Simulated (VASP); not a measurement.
Given:

```
CdMgTe2
1.0
    0.00000     3.23367     3.23367
    3.23367     0.00000     3.23367
   12.91448    12.91448     0.02022
Mg Te Cd
2 4 2
Direct
  0.99798   0.99798   0.00152
  0.00027   0.00027   0.24980
  0.25004   0.25004   0.06247
  0.25324   0.25324   0.31007
  0.25020   0.25020   0.56235
  0.24735   0.24735   0.81449
  0.00169   0.00169   0.49873
  0.99924   0.99924   0.75057
```

Method: PBEsol GGA, VASP's PBE PAW potentials (set 64) (plane waves; VASP). Run with 400 eV cut-off, Gaussian smearing of 0.050 eV, potentials Mg Te Cd.

Unless said otherwise, spin-orbit coupling is left out, though it shifts the bands of the heavy elements here.

**Question.** Give the energies of bands 17 to 30 at the high-symmetry points, in eV from the valence-band maximum.

**Answer.** 
```csv
band,Γ,T,H2,L,S0,F
17,-2.51,-1.42,-3.30,-3.57,-3.30,-3.49
18,-0.88,-0.90,-3.25,-3.42,-3.25,-3.42
19,-0.88,-0.86,-2.54,-1.98,-2.54,-1.99
20,-0.66,-0.86,-2.48,-1.90,-2.42,-1.96
21,-0.66,-0.69,-2.34,-1.63,-2.41,-1.71
22,-0.39,-0.69,-2.25,-1.56,-2.24,-1.69
23,-0.39,-0.35,-1.44,-1.39,-1.48,-1.31
24,-0.13,-0.35,-1.41,-1.18,-1.36,-1.28
25,0.00,-0.02,-1.31,-1.01,-1.35,-0.75
26,0.00,-0.02,-1.26,-0.83,-1.23,-0.73
27,1.22,1.73,3.04,2.57,3.03,2.20
28,2.00,1.94,3.33,2.65,3.41,2.41
29,2.63,2.58,3.68,2.79,3.55,2.81
30,2.79,2.72,3.88,3.03,3.96,3.18
```

The gap is direct, 1.22 eV, from the valence maximum at Γ to the conduction minimum at Γ.

The structure was generated: Cd2Mg2Te4 was put into an ordered model structure (R3m), which need not be its known phase. It was relaxed first.
